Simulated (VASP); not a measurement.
## Driving VASP from ASE on WS2 (Tungstenite)

Do ASE scripts that read WS2 (Tungstenite) from different structure formats give one answer, and do several routes find one equilibrium volume? All runs use LDA. Left out of this account: at least 1 further run (fields: a reference on another mesh). The start is a cell from a database of measured crystal structures.

Calculated with VASP 6.6.1; LDA; plane waves and PAW (W, S).

## 1. Starting point

It takes space group R3m (No. 160, trigonal). The conventional cell has a = 3.158 Å, b = 3.158 Å, c = 18.490 Å, α = 90.00°, β = 90.00°, γ = 120.00°. Nearest to W lie 6 S at 2.39 to 2.42 Å. S has 3 W at 2.39 Å nearest. Nearest to S lie 3 W at 2.42 Å. Farther neighbours and most contacts between anions are not listed.

## 2. A single point (LDA, through ASE)

A single point through ASE, with the structure read from a POSCAR.

The input, run.py:

```python
import numpy as np
from ase.calculators.vasp import Vasp
from ase.io import read
from ase.dft.bandgap import bandgap

atoms = read('structure.vasp')

calc = Vasp(
    xc='lda',
    pp='LDA',
    prec='Accurate',
    encut=400,
    ediff=1e-06,
    nelm=100,
    ismear=-1,
    sigma=0.05,
    lreal=False,
    algo='Normal',
    nbands=15,
    lasph=True,
    lorbit=11,
    lwave=False,
    lcharg=False,
    kpar=4,
    isif=2,
    pp_version='64',
    setups={'W': '', 'S': ''},
    kpts=(9, 9, 9),
    gamma=True,
    txt='vasp.out',
)
atoms.calc = calc

print("energy (eV):", round(atoms.get_potential_energy(), 6))
print("Fermi level (eV):", round(calc.get_fermi_level(), 4))
print("forces (eV/A):")
print(np.round(atoms.get_forces(), 4))
print("stress (GPa, Voigt, tension positive):", np.round(atoms.get_stress() * 160.21766, 3))
gap, p1, p2 = bandgap(calc, direct=False)
print("gap on the mesh (eV):", round(gap, 4))
```

The input, structure.vasp:

```
WS2
1.0
    3.1580000000      0.0000000000      0.0000000000
   -1.5790000000     -2.7349082252      0.0000000000
    0.0000000000      1.8232721501     -6.1633333333
W S
1 2
Direct
    0.0000000000      0.0000000000      0.0000000000
    0.7503000000      0.5006000000      0.2509000000
    0.5810000000      0.1620000000      0.7430000000
```

PAW data sets: W and S (LDA family, release 64).

The run is started by

```sh
$ export ASE_VASP_COMMAND="mpirun -np 4 vasp_std"
$ python run.py
```

The program printed:

```text
energy (eV): -26.316422
Fermi level (eV): 6.7524
forces (eV/A):
[[-0.      0.      0.589 ]
 [ 0.     -0.     -0.0134]
 [-0.     -0.     -0.5756]]
stress (GPa, Voigt, tension positive): [ 4.079  4.079  3.47   0.    -0.    -0.   ]
gap on the mesh (eV): 1.0837
```

Elapsed: 30 s, on 4 MPI ranks of AMD EPYC 7R43, shared host; peak memory 0.55 GiB; 1.8 min of CPU time.

The logs omit lines about the potential files and the build; timing stands in the text.

The INCAR that ASE wrote:

```
ENCUT = 400.000000
SIGMA = 0.050000
EDIFF = 1.00e-06
ALGO = Normal
PREC = Accurate
ISIF = 2
ISMEAR = -1
KPAR = 4
LORBIT = 11
NBANDS = 15
NELM = 100
LASPH = .TRUE.
LCHARG = .FALSE.
LWAVE = .FALSE.
LREAL = .FALSE.
```

ASE turned this into the KPOINTS:

```
KPOINTS created by Atomic Simulation Environment
0
Gamma
9 9 9
0 0 0
```

VASP's own log, vasp.out:

```text
[banner, memory and clock lines left out]
running    4 mpi-ranks, on    1 nodes
 distrk:  each k-point on    1 cores,    4 groups
 distr:  one band on    1 cores,    1 groups

 POSCAR found type information on POSCAR W S
 POSCAR found :  2 types and       3 ions
 LDA part: xc-table for (Slater(with rela. corr.)+CA(PZ))
 , standard interpolation
 POSCAR, INCAR and KPOINTS ok, starting setup
 FFT: planning ... GRIDC
 FFT: planning ... GRID_SOFT
 FFT: planning ... GRID
 WAVECAR not read
 entering main loop
       N       E                     dE             d eps       ncg     rms          rms(c)
DAV:   1     0.586209916849E+02    0.58621E+02   -0.69657E+03  2646   0.846E+02
DAV:   2    -0.236635657122E+02   -0.82285E+02   -0.77738E+02  3315   0.193E+02
DAV:   3    -0.276703331938E+02   -0.40068E+01   -0.39771E+01  3341   0.443E+01
DAV:   4    -0.277162327934E+02   -0.45900E-01   -0.45884E-01  3278   0.523E+00
DAV:   5    -0.277170874644E+02   -0.85467E-03   -0.85461E-03  3516   0.687E-01    0.283E+01
DAV:   6    -0.265456491698E+02    0.11714E+01   -0.30050E+00  3541   0.124E+01    0.121E+01
DAV:   7    -0.263842629989E+02    0.16139E+00   -0.91806E-01  2837   0.775E+00    0.671E+00
DAV:   8    -0.263187750861E+02    0.65488E-01   -0.14400E-01  3222   0.317E+00    0.940E-01
DAV:   9    -0.263172820995E+02    0.14930E-02   -0.16878E-02  3264   0.962E-01    0.482E-01
DAV:  10    -0.263164946006E+02    0.78750E-03   -0.56108E-03  3306   0.469E-01    0.174E-01
DAV:  11    -0.263164269052E+02    0.67695E-04   -0.58637E-04  3229   0.169E-01    0.554E-02
DAV:  12    -0.263164229777E+02    0.39275E-05   -0.15785E-05  3425   0.344E-02    0.377E-02
DAV:  13    -0.263164220979E+02    0.87985E-06   -0.11247E-05  3355   0.203E-02    0.803E-03
DAV:  14    -0.263164220707E+02    0.27186E-07   -0.70127E-07  2018   0.619E-03
   1 F= -.26316422E+02 E0= -.26316422E+02  d E =-.470824E-06
```

Parts of OUTCAR (step 2):

```text
ion  position               nearest neighbor table
   1  0.000  0.000  0.000-   2 2.39   2 2.39   2 2.39   3 2.42   3 2.42   3 2.42
   2  0.750  0.501  0.251-   1 2.39   1 2.39   1 2.39
   3  0.581  0.162  0.743-   1 2.42   1 2.42   1 2.42

  LATTYP: Found a trigonal (rhomboedric) cell.
 ALAT       =     6.4273633094
 COS(alpha) =     0.8792940837

 Subroutine GETGRP returns: Found  6 space group operations
 (whereof  6 operations were pure point group operations)

The static configuration has the point symmetry C_3v.

 Found     85 irreducible k-points:

   k-points           NKPTS =     85   k-points in BZ     NKDIM =     85   number of bands    NBANDS=     15

   dimension x,y,z NGX =    24 NGY =   24 NGZ =   42
   dimension x,y,z NGXF=    48 NGYF=   48 NGZF=   84

   ENCUT  =  400.0 eV  29.40 Ry    5.42 a.u.   5.15  5.15 10.48*2*pi/ulx,y,z

   NELECT =      18.0000    total number of electrons

 k-points in reciprocal lattice and weights: KPOINTS created by Atomic Simulation Env
   0.00000000  0.00000000  0.00000000       0.001
   0.11111111 -0.00000000  0.00000000       0.008
   0.22222222  0.00000000  0.00000000       0.008
   0.33333333  0.00000000  0.00000000       0.008
   0.44444444  0.00000000  0.00000000       0.008
   0.00000000  0.11111111  0.00000000       0.008
   0.11111111  0.11111111  0.00000000       0.016
   0.22222222  0.11111111  0.00000000       0.016
   0.33333333  0.11111111 -0.00000000       0.016
[...]
0.00000000  0.00000000  0.44444444       0.003
   0.11111111 -0.00000000  0.44444444       0.008

 average (electrostatic) potential at core
       1 -40.3230       2 -86.2226       3 -86.2099

 E-fermi :   6.7524

 k-point     1 :       0.0000    0.0000    0.0000
  band No.  band energies     occupation
    ...
      5       2.7502      2.00000
      6       4.0057      2.00000
      7       4.0057      2.00000
      8       4.7640      2.00000
      9       5.0474      2.00000
     10       8.4722      0.00000
     11       8.4722      0.00000
     12       8.8329      0.00000
     13       8.8329      0.00000
     14      11.0156      0.00000
    ...

 k-point     2 :       0.1111   -0.0000    0.0000
  band No.  band energies     occupation
    ...
      5       2.9562      2.00000
      6       3.3022      2.00000
      7       3.6923      2.00000
      8       4.8418      2.00000
      9       5.1659      2.00000
     10       8.1598      0.00000
     11       8.5061      0.00000
     12       8.5937      0.00000
     13       8.8954      0.00000
     14      11.9094      0.00000
    ...

 k-point     3 :       0.2222    0.0000    0.0000
  band No.  band energies     occupation
    ...
      5       2.2146      2.00000
      6       3.0324      2.00000
      7       3.5251      2.00000
      8       4.5321      2.00000
      9       4.8200      2.00000
     10       7.5881      0.00000
     11       8.3339      0.00000
     12       8.9599      0.00000
     13       9.5134      0.00000
     14      12.9381      0.00000
    ...

  Total       -1.3553787     -1.3553787     -1.1527586      0.0000000     -0.0000000      0.0000000
  in kB      -40.7944136    -40.7944136    -34.6959207      0.0000000     -0.0000000      0.0000000
  external PRESSURE =     -38.7615826 kB  Pullay stress =       0.0000000 kB

  energy-cutoff  :      400.00
  volume of cell :       53.23
      direct lattice vectors                 reciprocal lattice vectors
     3.158000000  0.000000000  0.000000000     0.316656111 -0.182821491 -0.054083288
    -1.579000000 -2.734908225  0.000000000     0.000000000 -0.365642982 -0.108166577
     0.000000000  1.823272150 -6.163333333     0.000000000  0.000000000 -0.162249865

 POSITION                                       TOTAL-FORCE (eV/Angst)
 -----------------------------------------------------------------------------------
      0.00000      0.00000      0.00000        -0.000000      0.000000      0.588978
      1.57900     -0.91164     -1.54638         0.000000     -0.000000     -0.013382
      1.57900      0.91164     -4.57936        -0.000000     -0.000000     -0.575596
 -----------------------------------------------------------------------------------
    total drift:                                0.000000      0.000004     -0.000251

  FREE ENERGIE OF THE ION-ELECTRON SYSTEM (eV)
  ---------------------------------------------------
  free  energy   TOTEN  =       -26.3164220707 eV

  energy  without entropy=      -26.3164215999  energy(sigma->0) =      -26.31642184

 total charge
# of ion       s       p       d       tot
------------------------------------------
    1        0.567   0.713   4.301   5.582
    2        1.357   2.357   0.000   3.715
    3        1.360   2.340   0.000   3.700
--------------------------------------------------
tot          3.285   5.411   4.301  12.996

[... 3 further parts left out ...]
```

The gap is read on the k-mesh alone, so it is an upper bound where the band edges lie off the mesh, and a coarse mesh can show a gap where there is none. At this level the cell is under a tension of 3.9 GPa, so at these settings it is away from equilibrium. The data set W keeps the semicore shell frozen, which is cheaper and a little less accurate.

This step gave:

| Item | Value |
| --- | --- |
| SCF cycles | 14 |
| electrons | 18 |
| bands | 15 |
| irreducible k-points | 85 |
| symmetry operations | 6 |
| free energy (TOTEN) | -26.32 eV |
| Fermi energy | 6.752 eV |
| pressure | -3.876 GPa |
| metallic, judged on the points sampled | no |
| valence top at k | 0, 0, 0.4444 |
| conduction bottom at k | -0.3333, 0.1111, 0 |
| least direct gap at k | 0.3333, 0.3333, 0.1111 |
| gap on the k-mesh | 1.084 eV |
| least direct gap on the k-mesh | 1.885 eV |

Force by atom:

| atom | x (eV/Å) | y (eV/Å) | z (eV/Å) | size |
| --- | --- | --- | --- | --- |
| W1 | 0.000 | 0.000 | 0.589 | 0.589 |
| S2 | 0.000 | 0.000 | -0.013 | 0.013 |
| S3 | 0.000 | 0.000 | -0.576 | 0.576 |

The pressure is -3.88 GPa and the largest force 0.589 eV/Å, so the cell is not at a minimum at these settings.

## 3. Self-consistent run (LDA, through ASE)

System of this step: WS2 (Tungstenite). Symmetry: R3m, No. 160, trigonal system. The conventional cell has a = 3.158 Å, b = 3.158 Å, c = 18.490 Å, α = 90.00°, β = 90.00°, γ = 120.00°. Nearest to W lie 6 S at 2.39 to 2.42 Å. Nearest to S lie 3 W at 2.39 Å. Nearest to S lie 3 W at 2.42 Å. Farther neighbours and most contacts between anions are not listed.

The single point through ASE, with the structure read from a CIF with its space group. The file expands to the conventional cell of 9 atoms, on a 7×7×1 mesh.

run.py, as its differences from that of step 2:

```diff
@@ -5,3 +5,3 @@
 
-atoms = read('structure.vasp')
+atoms = read('WS2.cif')
 
@@ -18,3 +18,3 @@
     algo='Normal',
-    nbands=15,
+    nbands=36,
     lasph=True,
@@ -27,3 +27,3 @@
     setups={'W': '', 'S': ''},
-    kpts=(9, 9, 9),
+    kpts=(7, 7, 1),
     gamma=True,
```

The input, WS2.cif:

```cif
data_WS2
_cell_length_a 3.15800000
_cell_length_b 3.15800000
_cell_length_c 18.49000000
_cell_angle_alpha 90.00000000
_cell_angle_beta 90.00000000
_cell_angle_gamma 120.00000000
_space_group_name_H-M_alt 'R3m'
_space_group_name_Hall 'R 3 -2"'
_space_group_IT_number 160
loop_
_space_group_symop_operation_xyz
'x,y,z'
'-y,x-y,z'
'-x+y,-x,z'
'-y,-x,z'
'-x+y,y,z'
'x,x-y,z'
'x+2/3,y+1/3,z+1/3'
'-y+2/3,x-y+1/3,z+1/3'
'-x+y+2/3,-x+1/3,z+1/3'
'-y+2/3,-x+1/3,z+1/3'
'-x+y+2/3,y+1/3,z+1/3'
'x+2/3,x-y+1/3,z+1/3'
'x+1/3,y+2/3,z+2/3'
'-y+1/3,x-y+2/3,z+2/3'
'-x+y+1/3,-x+2/3,z+2/3'
'-y+1/3,-x+2/3,z+2/3'
'-x+y+1/3,y+2/3,z+2/3'
'x+1/3,x-y+2/3,z+2/3'
loop_
_atom_site_label
_atom_site_type_symbol
_atom_site_symmetry_multiplicity
_atom_site_Wyckoff_symbol
_atom_site_fract_x
_atom_site_fract_y
_atom_site_fract_z
_atom_site_occupancy
W1 W 3 a 0.0000000000 0.0000000000 0.0000000000 1
S1 S 3 a 0.6666666667 0.3333333333 0.0836333333 1
S2 S 3 a 0.3333333333 0.6666666667 0.2476666667 1
```

The program printed:

```text
energy (eV): -78.95068
Fermi level (eV): 6.7156
forces (eV/A):
[[-0.      0.     -0.5898]
 [-0.     -0.     -0.5898]
 [-0.     -0.     -0.5898]
 [ 0.     -0.      0.0117]
 [ 0.      0.      0.0117]
 [ 0.     -0.      0.0117]
 [-0.      0.      0.5781]
 [ 0.      0.      0.5781]
 [-0.      0.      0.5781]]
stress (GPa, Voigt, tension positive): [4.081 4.081 3.463 0.    0.    0.   ]
gap on the mesh (eV): 1.1976
```

Run time: 22 s. Hardware: 4 MPI ranks; peak memory 0.69 GiB.

ASE turned this into the INCAR:

```
ENCUT = 400.000000
SIGMA = 0.050000
EDIFF = 1.00e-06
ALGO = Normal
PREC = Accurate
ISIF = 2
ISMEAR = -1
KPAR = 4
LORBIT = 11
NBANDS = 36
NELM = 100
LASPH = .TRUE.
LCHARG = .FALSE.
LWAVE = .FALSE.
LREAL = .FALSE.
```

The KPOINTS that ASE wrote:

```
KPOINTS created by Atomic Simulation Environment
0
Gamma
7 7 1
0 0 0
```

vasp.out:

```text
[banner, memory and clock lines left out]
running    4 mpi-ranks, on    1 nodes
 distrk:  each k-point on    1 cores,    4 groups
 distr:  one band on    1 cores,    1 groups

 POSCAR found type information on POSCAR W S
 POSCAR found :  2 types and       9 ions
 LDA part: xc-table for (Slater(with rela. corr.)+CA(PZ))
 , standard interpolation
 POSCAR, INCAR and KPOINTS ok, starting setup
 FFT: planning ... GRIDC
 FFT: planning ... GRID_SOFT
 FFT: planning ... GRID
 WAVECAR not read
 entering main loop
       N       E                     dE             d eps       ncg     rms          rms(c)
DAV:   1     0.219788226382E+03    0.21979E+03   -0.20815E+04   584   0.108E+03
DAV:   2    -0.640482208738E+02   -0.28384E+03   -0.27368E+03   764   0.241E+02
DAV:   3    -0.826950389445E+02   -0.18647E+02   -0.18464E+02   752   0.616E+01
DAV:   4    -0.831426223468E+02   -0.44758E+00   -0.44559E+00   800   0.999E+00
DAV:   5    -0.831535701264E+02   -0.10948E-01   -0.10935E-01   756   0.153E+00    0.490E+01
DAV:   6    -0.796363980797E+02    0.35172E+01   -0.15501E+01   812   0.155E+01    0.218E+01
DAV:   7    -0.792113010465E+02    0.42510E+00   -0.55613E+00   804   0.108E+01    0.105E+01
DAV:   8    -0.789592380223E+02    0.25206E+00   -0.82955E-01   800   0.456E+00    0.165E+00
DAV:   9    -0.789535417468E+02    0.56963E-02   -0.98704E-02   824   0.143E+00    0.544E-01
DAV:  10    -0.789510965762E+02    0.24452E-02   -0.20051E-02   808   0.641E-01    0.486E-01
DAV:  11    -0.789508530803E+02    0.24350E-03   -0.41694E-03   820   0.302E-01    0.108E-01
DAV:  12    -0.789506861632E+02    0.16692E-03   -0.71592E-04   812   0.136E-01    0.621E-02
DAV:  13    -0.789506887367E+02   -0.25735E-05   -0.40261E-05   772   0.307E-02    0.347E-02
DAV:  14    -0.789506811159E+02    0.76208E-05   -0.35274E-05   796   0.253E-02    0.171E-02
DAV:  15    -0.789506807833E+02    0.33255E-06   -0.65176E-06   684   0.114E-02
   1 F= -.78950681E+02 E0= -.78950680E+02  d E =-.119097E-05
```

Parts of OUTCAR (step 3):

```text
  LATTYP: Found a hexagonal cell.
 ALAT       =     3.1580000000
 C/A-ratio  =     5.8549715009

The static configuration has the point symmetry C_3v.

 Found      8 irreducible k-points:

   k-points           NKPTS =      8   k-points in BZ     NKDIM =      8   number of bands    NBANDS=     36

   dimension x,y,z NGX =    24 NGY =   24 NGZ =  126
   dimension x,y,z NGXF=    48 NGYF=   48 NGZF=  252

   ENCUT  =  400.0 eV  29.40 Ry    5.42 a.u.   5.15  5.15 30.15*2*pi/ulx,y,z

   NELECT =      54.0000    total number of electrons

 E-fermi :   6.7156

 k-point     1 :       0.0000    0.0000    0.0000
  band No.  band energies     occupation
    ...
     23       4.0299      2.00000
     24       4.7643      2.00000
     25       5.0478      2.00000
     26       6.1454      1.99998
     27       6.1454      1.99998
     28       8.4724      0.00000
     29       8.4729      0.00000
     30       8.5452      0.00000
     31       8.5453      0.00000
     32       8.5456      0.00000
    ...

 k-point     2 :       0.1429   -0.0000    0.0000
  band No.  band energies     occupation
    ...
     23       4.1015      2.00000
     24       4.8708      2.00000
     25       5.0754      2.00000
     26       5.5997      2.00000
     27       5.6299      2.00000
     28       7.9218      0.00000
     29       8.2333      0.00000
     30       8.2770      0.00000
     31       8.3400      0.00000
     32       8.4698      0.00000
    ...

  Total       -4.0679644     -4.0679644     -3.4513044     -0.0000000      0.0000000     -0.0000000
  in kB      -40.8127570    -40.8127570    -34.6259785     -0.0000000      0.0000000     -0.0000000
  external PRESSURE =     -38.7504975 kB  Pullay stress =       0.0000000 kB

  energy-cutoff  :      400.00
  volume of cell :      159.70
      direct lattice vectors                 reciprocal lattice vectors
     3.158000000  0.000000000  0.000000000     0.316656111  0.182821491  0.000000000
    -1.579000000  2.734908225  0.000000000     0.000000000  0.365642982  0.000000000
     0.000000000  0.000000000 18.490000000     0.000000000  0.000000000  0.054083288

 POSITION                                       TOTAL-FORCE (eV/Angst)
 -----------------------------------------------------------------------------------
      0.00000      0.00000      0.00000        -0.000000      0.000000     -0.589846
      1.57900      0.91164      6.16333        -0.000000     -0.000000     -0.589846
      0.00000      1.82327     12.32667        -0.000000     -0.000000     -0.589846
      1.57900      0.91164      1.54638         0.000000     -0.000000      0.011718
      0.00000      1.82327      7.70971         0.000000      0.000000      0.011718
     -1.57900      2.73491     13.87305         0.000000     -0.000000      0.011718
     -0.00000      1.82327      4.57936        -0.000000      0.000000      0.578128
      3.15800      0.00000     10.74269         0.000000      0.000000      0.578128
      1.57900      0.91164     16.90602        -0.000000      0.000000      0.578128
 -----------------------------------------------------------------------------------
    total drift:                               -0.000000     -0.000000      0.000845

  FREE ENERGIE OF THE ION-ELECTRON SYSTEM (eV)
  ---------------------------------------------------
  free  energy   TOTEN  =       -78.9506807833 eV

  energy  without entropy=      -78.9506795924  energy(sigma->0) =      -78.95068019

 total charge
# of ion       s       p       d       tot
------------------------------------------
    1        0.568   0.713   4.301   5.582
    2        0.568   0.713   4.301   5.582
    3        0.568   0.713   4.301   5.582
    4        1.357   2.358   0.000   3.715
    5        1.357   2.358   0.000   3.715
    6        1.357   2.358   0.000   3.715
    7        1.360   2.340   0.000   3.700
    8        1.360   2.340   0.000   3.700
    9        1.360   2.340   0.000   3.700
--------------------------------------------------
tot          9.854  16.232  12.902  38.989

[... 1 part as in an earlier step ...]

[... 7 further parts left out ...]
```

A gap read on the k-mesh alone can miss the band edges.

This step gave:

* SCF cycles: 15
* electrons: 54
* bands: 36
* irreducible k-points: 8
* free energy (TOTEN): -78.9507 eV
* Fermi energy: 6.716 eV
* pressure: -3.875 GPa
* valence top at k: 0, 0, 0
* conduction bottom at k: 0.1429, 0.1429, 0
* least direct gap at k: 0.1429, 0, 0
* gap on the k-mesh: 1.198 eV
* least direct gap on the k-mesh: 2.292 eV

Force by atom:

| atom | x (eV/Å) | y (eV/Å) | z (eV/Å) | size |
| --- | --- | --- | --- | --- |
| W1 | 0.000 | 0.000 | -0.590 | 0.590 |
| W2 | 0.000 | 0.000 | -0.590 | 0.590 |
| W3 | 0.000 | 0.000 | -0.590 | 0.590 |
| S4 | 0.000 | 0.000 | 0.012 | 0.012 |
| S5 | 0.000 | 0.000 | 0.012 | 0.012 |
| S6 | 0.000 | 0.000 | 0.012 | 0.012 |
| S7 | 0.000 | 0.000 | 0.578 | 0.578 |
| S8 | 0.000 | 0.000 | 0.578 | 0.578 |
| S9 | 0.000 | 0.000 | 0.578 | 0.578 |

The energy lies -0.16 meV an atom from the first script, since this cell and mesh sample the zone at other points.

(Continued in part 2 of 3.)

[Lines on the potential files, build, host, timing and source positions are cut from VASP's logs without a mark.]

[Logs are printed without paths, hosts, clocks, repeated set-up lines and the standing remarks that a program may print on its own settings, such as how far it seeks lower states.]

[Hosts, paths, dates, database ids (printed as entryN), source tags and the programs' standing remarks are cut or masked in the printed files.]

[A measured line is paired with the nearest computed mode of its activity, which favours agreement.]

[In band tables of VASP the shares of atoms and orbitals are scaled to a sum of 1 inside the atoms' spheres.]
